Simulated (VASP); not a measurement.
Consider the following.

```
AuCu
1.0
    2.89012     0.00000     0.00000
    0.00000     2.89012     0.00000
    0.00000     0.00000     3.59504
Cu Au
1 1
Direct
  0.00000   0.00000   0.00000
  0.50000   0.50000   0.50000
```

These are optB88-vdW, VASP's PBE PAW potentials (set 64) (plane waves; VASP) values and carry that method's errors. Run with 520 eV cut-off, Gaussian smearing of 0.050 eV, potentials Cu Au.

Unless said otherwise, spin-orbit coupling is left out, though it shifts the bands of the heavy elements here.

**Question.** Predict the band gap (along the path) with the smallest direct gap where there is one.

**Answer.** 
| Item | Result |
|---|---|
| band gap (along the path) | none (metal, semimetal or under 0.01 eV) |

Total energies compare only between runs with the same potentials, cut-off and functional.

The compound is CuAu in the L1_0 structure. It was relaxed first.
